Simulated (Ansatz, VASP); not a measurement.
# BN in two plane-wave programs

One calculation is typed for both programs; each brings its own data sets. How far apart do they land? The cell is taken from a series of runs on this material, whose earlier steps may have relaxed, scaled, displaced or heated it; both programs get it as it stands.

Method: plane waves, with VASP 6.6.1 beside it; zone-centre phonons at PBE, in Ansatz 0.2.0.

## (1) Starting point

It takes space group P6_3/mmc (No. 194, hexagonal). The conventional cell has a = 2.511 Å, b = 2.511 Å, c = 7.451 Å, α = 90.00°, β = 90.00°, γ = 120.00°. Nearest to B lie 3 N at 1.45 Å. N has 3 B at 1.45 Å nearest. Farther neighbours and most contacts between anions are not listed.

Coordinates:

```xyz
4
Lattice="2.5108 0.0000 0.0000 -1.2554 2.1744 0.0000 0.0000 0.0000 7.4515" Properties=species:S:1:pos:R:3 pbc="T T T"
B     0.0000    1.4496    1.8629
B     1.2554    0.7248    5.5886
N     0.0000    1.4496    5.5886
N     1.2554    0.7248    1.8629
```

## (2) VASP: zone-centre phonons, PBE

Second derivatives magnify differences that forces hide, and they need a tight electronic threshold.

Lines of VASP's logs that name or quote its potential files are left out, and so is its time.

INCAR

```
SYSTEM = BN
PREC = Accurate
ENCUT = 600
EDIFF = 1E-08
NELM = 120
ISMEAR = 0
SIGMA = 0.01
LREAL = .FALSE.
ALGO = Normal
GGA = PE
NBANDS = 14
LORBIT = 11
LWAVE = .FALSE.
LCHARG = .FALSE.
ISIF = 2
IBRION = 8
LEPSILON = .TRUE.
LASPH = .TRUE.
GGA_COMPAT = .FALSE.
EFERMI = MIDGAP
KPAR = 2
```

POSCAR

```
BN
1.0
    2.5107858867     -0.0000000003      0.0000000000
   -1.2553929431      2.1744043614      0.0000000000
    0.0000000000      0.0000000000      7.4514796280
B N
2 2
Direct
    0.3333333333      0.6666666667      0.2500000000
    0.6666666667      0.3333333333      0.7500000000
    0.3333333333      0.6666666667      0.7500000000
    0.6666666667      0.3333333333      0.2500000000
```

KPOINTS

```
Automatic mesh
0
Gamma
9 9 4
0 0 0
```

PAW data sets: B and N (PBE family, release 64).

On the command line:

```console
> mpirun -np 2 vasp_std
```

Numbers of over 12 decimals in the logs are rounded to 6 here.

What it wrote:

```text
[banner, memory and clock lines left out]
running    2 mpi-ranks, on    1 nodes
 distrk:  each k-point on    1 cores,    2 groups
 distr:  one band on    1 cores,    1 groups

 POSCAR found type information on POSCAR B N
 POSCAR found :  2 types and       4 ions
 LDA part: xc-table for (Slater+PW92), standard interpolation
 POSCAR, INCAR and KPOINTS ok, starting setup
 FFT: planning ... GRIDC
 FFT: planning ... GRID_SOFT
 FFT: planning ... GRID
 WAVECAR not read
 entering main loop
       N       E                     dE             d eps       ncg     rms          rms(c)
DAV:   1     0.681426651748E+02    0.68143E+02   -0.86334E+03  1008   0.116E+03
DAV:   2    -0.337918501622E+02   -0.10193E+03   -0.91620E+02  1346   0.262E+02
DAV:   3    -0.387964837196E+02   -0.50046E+01   -0.49692E+01  1374   0.615E+01
DAV:   4    -0.388472769428E+02   -0.50793E-01   -0.50782E-01  1176   0.634E+00
DAV:   5    -0.388479798558E+02   -0.70291E-03   -0.70255E-03  1356   0.744E-01    0.112E+01
DAV:   6    -0.355924032939E+02    0.32556E+01   -0.66313E+00  1254   0.212E+01    0.499E+00
DAV:   7    -0.352962365394E+02    0.29617E+00   -0.53793E-01  1242   0.601E+00    0.312E+00
DAV:   8    -0.352081124881E+02    0.88124E-01   -0.30962E-01  1218   0.388E+00    0.487E-01
DAV:   9    -0.352037051918E+02    0.44073E-02   -0.18649E-02  1104   0.115E+00    0.195E-01
DAV:  10    -0.352051027476E+02   -0.13976E-02   -0.15249E-03  1104   0.323E-01    0.375E-02
DAV:  11    -0.352052691855E+02   -0.16644E-03   -0.15623E-04  1188   0.113E-01    0.275E-02
DAV:  12    -0.352052780489E+02   -0.88633E-05   -0.38591E-05  1128   0.496E-02    0.435E-03
DAV:  13    -0.352052782597E+02   -0.21084E-06   -0.16881E-06  1290   0.103E-02    0.106E-03
DAV:  14    -0.352052784087E+02   -0.14898E-06   -0.22461E-07  1110   0.382E-03    0.321E-04
DAV:  15    -0.352052784093E+02   -0.57935E-09   -0.36739E-09  1032   0.564E-04
   1 F= -.35205278E+02 E0= -.35205278E+02  d E =0.000000E+00
 Linear response reoptimize wavefunctions to high precision
DAV:   1    -0.352052784069E+02    0.23408E-08   -0.69016E-10   852   0.279E-04
DAV:   2    -0.352052784069E+02   -0.18417E-10   -0.67674E-11   684   0.915E-05
 Linear response G [H, r] |phi>, progress :
  Direction:   1
       N       E                     dE             d eps       ncg     rms
RMM:   1    -0.563067814442E+02   -0.56307E+02    0.59033E+01  2135   0.728E+01
RMM:   2    -0.573613830330E+02   -0.10546E+01   -0.28788E+00  1677   0.149E+01
RMM:   3    -0.573982862899E+02   -0.36903E-01   -0.28989E-02  1828   0.135E+00
RMM:   4    -0.573995896894E+02   -0.13034E-02   -0.58296E-04  1878   0.198E-01
RMM:   5    -0.573996202490E+02   -0.30560E-04   -0.14818E-05  1884   0.302E-02
RMM:   6    -0.573996218170E+02   -0.15680E-05   -0.56284E-07  1882   0.498E-03
RMM:   7    -0.573996218638E+02   -0.46792E-07   -0.11173E-07  1816   0.103E-03
RMM:   8    -0.573996218649E+02   -0.10547E-08   -0.68333E-08  1445   0.252E-04
 Linear response G [H, r] |phi>, progress :
  Direction:   2
       N       E                     dE             d eps       ncg     rms
RMM:   1    -0.598856522975E+02   -0.59886E+02   -0.81796E+00  2016   0.691E+01
RMM:   2    -0.610907259859E+02   -0.12051E+01   -0.19101E+00  1692   0.126E+01
RMM:   3    -0.611145214393E+02   -0.23795E-01   -0.22378E-02  1783   0.113E+00
RMM:   4    -0.611150682514E+02   -0.54681E-03   -0.36113E-04  1848   0.159E-01
RMM:   5    -0.611150797468E+02   -0.11495E-04   -0.95200E-06  1876   0.222E-02
RMM:   6    -0.611150801317E+02   -0.38495E-06   -0.48555E-07  1882   0.353E-03
RMM:   7    -0.611150801416E+02   -0.98982E-08   -0.26805E-07  1820   0.686E-04
RMM:   8    -0.611150801424E+02   -0.72468E-09   -0.25978E-07  1409   0.211E-04
RMM:   9    -0.611150801427E+02   -0.36280E-09   -0.30118E-07  1239   0.160E-04
RMM:  10    -0.611150801404E+02    0.22856E-08    0.62763E-07  1149   0.156E-04
RMM:  11    -0.611150801412E+02   -0.76317E-09   -0.25242E-06  1084   0.157E-04
RMM:  12    -0.611150801442E+02   -0.29962E-08   -0.38160E-06  1049   0.157E-04
 Linear response G [H, r] |phi>, progress :
  Direction:   3
       N       E                     dE             d eps       ncg     rms
RMM:   1    -0.559003271978E+02   -0.55900E+02    0.10942E+02  1885   0.807E+01
RMM:   2    -0.588677278303E+02   -0.29674E+01   -0.16466E+00  1654   0.109E+01
RMM:   3    -0.588937907337E+02   -0.26063E-01   -0.26420E-02  1700   0.106E+00
RMM:   4    -0.588945268249E+02   -0.73609E-03   -0.87274E-04  1786   0.189E-01
RMM:   5    -0.588945459952E+02   -0.19170E-04   -0.20350E-05  1777   0.275E-02
RMM:   6    -0.588945467090E+02   -0.71380E-06   -0.24112E-07  1757   0.526E-03
RMM:   7    -0.588945467776E+02   -0.68548E-07    0.69077E-08  1566   0.961E-04
RMM:   8    -0.588945467883E+02   -0.10685E-07   -0.13182E-09  1489   0.258E-04
RMM:   9    -0.588945467919E+02   -0.36746E-08   -0.36140E-08  1295   0.130E-04
 Linear response to external field (no local field effect), progress :
  Direction:   1
[...]
Linear response to external field, progress :
  Direction:   1
       N       E                     dE             d eps       ncg     rms          rms(c)
RMM:   1    -0.378435976750E+00   -0.37844E+00   -0.16256E+00  3968   0.313E+00
RMM:   2    -0.388352067569E+00   -0.99161E-02   -0.39065E-03  3519   0.353E-01    0.850E-01
[...]
RMM:   9    -0.162658170721E+00    0.54521E-05   -0.19289E-08  1746   0.102E-03    0.496E-05
RMM:  10    -0.162657645584E+00    0.52514E-06    0.36036E-09  1615   0.151E-04    0.226E-05
RMM:  11    -0.162657941164E+00   -0.29558E-06    0.24809E-09  1269   0.691E-05    0.329E-06
 change of polarisation eV/A/(eV/A) component  3 :    -0.008    -0.009     0.286
 dielectric tensor                  component  3 :    -0.035    -0.041     2.274
 Linear response DOF=           4
 Linear response progress:
  Degree of freedom:   1/  4
       N       E                     dE             d eps       ncg     rms          rms(c)
RMM:   1    -0.530751280838E-01   -0.53075E-01   -0.50742E-02  7908   0.159E+00
RMM:   2    -0.419669324952E-01    0.11108E-01   -0.71279E-03  5694   0.396E-01    0.206E-01
RMM:   3    -0.410717231289E-01    0.89521E-03    0.14483E-03  5701   0.131E-01    0.114E-01
RMM:   4    -0.413289226294E-01   -0.25720E-03    0.19177E-03  5413   0.136E-01    0.129E-02
RMM:   5    -0.415503836628E-01   -0.22146E-03   -0.10018E-04  5989   0.203E-02    0.181E-03
RMM:   6    -0.415408798282E-01    0.95038E-05   -0.15441E-05  6118   0.232E-03    0.840E-04
RMM:   7    -0.415329698824E-01    0.79099E-05   -0.23771E-05  5986   0.150E-03    0.101E-04
RMM:   8    -0.415328693609E-01    0.10052E-06    0.10054E-06  6308   0.197E-04    0.592E-05
RMM:   9    -0.415326822388E-01    0.18712E-06   -0.76630E-07  5933   0.998E-05    0.113E-05
RMM:  10    -0.415326776073E-01    0.46315E-08   -0.53895E-07  6352   0.231E-05    0.325E-06
RMM:  11    -0.415326679485E-01    0.96588E-08   -0.66186E-07  5907   0.907E-06    0.806E-07
RMM:  12    -0.415326632617E-01    0.46868E-08   -0.55349E-07  5426   0.331E-06    0.272E-07
RMM:  13    -0.415326657764E-01   -0.25148E-08   -0.58959E-07  3742   0.214E-06    0.125E-07
RMM:  14    -0.415326657175E-01    0.58977E-10   -0.57640E-07  3234   0.207E-06    0.140E-08
 first order change of Fermi-energy   0.29628E-05
 force on displaced ion       1 direction 1 : -40.500   0.007   0.000
 Born effective charge ion    1 direction 1 :   2.711   0.000   0.000
 Linear response progress:
  Degree of freedom:   2/  4
       N       E                     dE             d eps       ncg     rms          rms(c)
RMM:   1    -0.484646126411E-01   -0.48465E-01    0.40186E-02  2417   0.128E+00
RMM:   2    -0.489696050943E-01   -0.50499E-03   -0.85759E-04  1927   0.209E-01    0.142E-01
RMM:   3    -0.486820283646E-01    0.28758E-03   -0.12151E-04  2000   0.559E-02    0.848E-02
RMM:   4    -0.485025615996E-01    0.17947E-03   -0.17890E-04  1931   0.633E-02    0.874E-03
RMM:   5    -0.483831097054E-01    0.11945E-03   -0.42985E-05  1888   0.192E-02    0.234E-03
RMM:   6    -0.483567484789E-01    0.26361E-04   -0.61070E-06  1999   0.591E-03    0.861E-04
RMM:   7    -0.483595298865E-01   -0.27814E-05   -0.90877E-07  2038   0.188E-03    0.332E-04
RMM:   8    -0.483609996044E-01   -0.14697E-05   -0.77029E-07  2018   0.915E-04    0.698E-05
RMM:   9    -0.483615949637E-01   -0.59536E-06   -0.61146E-08  2049   0.152E-04    0.233E-05
RMM:  10    -0.483616711827E-01   -0.76219E-07    0.40548E-08  2084   0.740E-05    0.509E-06
RMM:  11    -0.483617030164E-01   -0.31834E-07   -0.10426E-08  2231   0.226E-05    0.352E-06
RMM:  12    -0.483617084225E-01   -0.54061E-08    0.14978E-08  2134   0.895E-06    0.605E-07
 first order change of Fermi-energy   0.76131E-04
 force on displaced ion       1 direction 3 :   0.000  -0.000 -13.765
 Born effective charge ion    1 direction 3 :   0.000  -0.000   0.578
 Linear response progress:
  Degree of freedom:   3/  4
       N       E                     dE             d eps       ncg     rms          rms(c)
RMM:   1    -0.238058476806E+00   -0.23806E+00    0.17441E-01  6680   0.334E+00
RMM:   2    -0.232551215092E+00    0.55073E-02   -0.51599E-03  5620   0.582E-01    0.270E-01
RMM:   3    -0.233543830793E+00   -0.99262E-03   -0.88908E-04  5384   0.227E-01    0.144E-01
RMM:   4    -0.236044079871E+00   -0.25002E-02   -0.69372E-04  5032   0.212E-01    0.261E-02
RMM:   5    -0.236137576425E+00   -0.93497E-04   -0.16121E-04  6080   0.436E-02    0.166E-03
RMM:   6    -0.236120158892E+00    0.17418E-04    0.17958E-07  6241   0.406E-03    0.106E-03
RMM:   7    -0.236111484147E+00    0.86747E-05   -0.86050E-06  6102   0.142E-03    0.274E-04
RMM:   8    -0.236116143884E+00   -0.46597E-05   -0.94425E-06  5820   0.422E-04    0.455E-05
RMM:   9    -0.236117027405E+00   -0.88352E-06   -0.22709E-06  6111   0.141E-04    0.129E-05
RMM:  10    -0.236116885225E+00    0.14218E-06   -0.25597E-06  6352   0.305E-05    0.448E-06
RMM:  11    -0.236116896024E+00   -0.10800E-07   -0.26172E-06  6011   0.966E-06    0.104E-06
RMM:  12    -0.236116900259E+00   -0.42352E-08   -0.23529E-06  5413   0.573E-06    0.107E-07
RMM:  13    -0.236116903453E+00   -0.31931E-08   -0.22880E-06  3864   0.455E-06    0.538E-08
 first order change of Fermi-energy   0.19979E-03
 force on displaced ion       3 direction 1 : -40.504   0.003   0.000
 Born effective charge ion    3 direction 1 :  -2.712   0.001   0.000
 Linear response progress:
  Degree of freedom:   4/  4
       N       E                     dE             d eps       ncg     rms          rms(c)
RMM:   1    -0.269120098444E+00   -0.26912E+00    0.16989E-01  2163   0.299E+00
RMM:   2    -0.270186682001E+00   -0.10666E-02   -0.23541E-03  1878   0.340E-01    0.193E-01
RMM:   3    -0.270379362785E+00   -0.19268E-03   -0.15877E-03  1844   0.237E-01    0.865E-02
RMM:   4    -0.271386660678E+00   -0.10073E-02   -0.79245E-04  1904   0.161E-01    0.146E-02
RMM:   5    -0.271298144205E+00    0.88516E-04   -0.16486E-05  2003   0.307E-02    0.254E-03
RMM:   6    -0.271324885138E+00   -0.26741E-04   -0.78642E-07  2081   0.553E-03    0.764E-04
RMM:   7    -0.271311192967E+00    0.13692E-04   -0.16905E-08  2030   0.188E-03    0.151E-04
RMM:   8    -0.271311083741E+00    0.10923E-06    0.57337E-09  2127   0.489E-04    0.520E-05
RMM:   9    -0.271310879401E+00    0.20434E-06    0.23560E-08  2177   0.117E-04    0.210E-05
RMM:  10    -0.271310868074E+00    0.11327E-07    0.40097E-08  2169   0.505E-05    0.310E-06
RMM:  11    -0.271310901585E+00   -0.33511E-07    0.11337E-08  2170   0.103E-05    0.167E-06
RMM:  12    -0.271310891983E+00    0.96024E-08   -0.31594E-09  2011   0.680E-06    0.254E-07
 first order change of Fermi-energy   0.40373E-04
 force on displaced ion       3 direction 3 :   0.000   0.000 -13.836
 Born effective charge ion    3 direction 3 :   0.000  -0.000  -0.577
 Born effective charges drift removed
 Linear response finished
```

[end of part 1 of 3]

[Lines on the potential files, build, host, timing and source positions are cut from VASP's logs without a mark.]

[Logs are printed without paths, hosts, clocks, repeated set-up lines and the standing remarks that a program may print on its own settings, such as how far it seeks lower states.]

[Hosts, paths, dates, database ids (printed as entryN), source tags and the programs' standing remarks are cut or masked in the printed files.]
